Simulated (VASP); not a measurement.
A VASP calculation is set up with these files.

INCAR:
```
! general
SYSTEM   = RbBr
PREC     = Accurate
ENCUT    = 300   ! plane-wave cut-off (eV)
LREAL    = .False.
LASPH    = .True.   ! aspherical one-centre terms
ISYM     = 3

! electronic loop
EDIFF    = 1E-6
NELM     = 100
ALGO     = Normal   ! blocked Davidson
LMAXMIX  = 4   ! l cut-off of mixed one-centre charges

! smearing
ISMEAR   = -1
SIGMA    = 0.01   ! width (eV)

! functional
GGA      = PE
LHFCALC  = .True.
AEXX     = 0.25
HFRCUT   = -1
PRECFOCK = Fast

! ions
ISIF     = 2   ! forces and stress, cell fixed

! output
LWAVE    = .False.
LCHARG   = .False.
```

### KPOINTS
```
Regular mesh
0
gamma
7 7 7
0 0 0
```

**POSCAR**
```
RbBr
1.0
  0.0000000000   3.4621710000   3.4621710000
  3.4621710000   0.0000000000   3.4621710000
  3.4621710000   3.4621710000   0.0000000000
Rb Br
1 1
Cart
  0.0000000000   0.0000000000   0.0000000000
  3.4621710000   3.4621710000   3.4621710000
```

POTCAR, in this order: Rb_sv Br (PBE.64 set). Program: vasp_std.

### Question
Write an equivalent input for Quantum ESPRESSO's pw.x.

### Answer
One equivalent input (not run):
```
&CONTROL
  calculation = 'scf'
  pseudo_dir = './pseudo'
  outdir = './out'
  tprnfor = .true.
  tstress = .false.
/
&SYSTEM
  ibrav = 0
  nat = 2
  ntyp = 2
  ecutwfc = 46.3
  occupations = 'smearing'
  smearing = 'fermi-dirac'
  degauss = 0.000735
  input_dft = 'pbe0'
  nqx1 = 7
  nqx2 = 7
  nqx3 = 7
/
&ELECTRONS
  conv_thr = 7.3e-08
  electron_maxstep = 100
/
ATOMIC_SPECIES
  Rb 85.468 Rb.upf
  Br 79.904 Br.upf
CELL_PARAMETERS angstrom
     0.0000000    3.4621710    3.4621710
     3.4621710    0.0000000    3.4621710
     3.4621710    3.4621710    0.0000000
ATOMIC_POSITIONS crystal
  Rb   0.0000000  0.0000000  0.0000000
  Br   0.5000000  0.5000000  0.5000000
K_POINTS automatic
  7 7 7 0 0 0
```
Limits of the translation: the potentials are each code's own (VASP's PAW set, PseudoDojo norm-conserving files in pw.x), so ENCUT and ecutwfc are chosen apart and not converted; conv_thr bounds pw.x's estimated SCF error, while EDIFF bounds the energy change between steps; the singularity of exact exchange is treated differently by default.

The structure comes from a computed database's RbBr entry; how it stands against other phases isn't given here. The cell was not relaxed at this level.
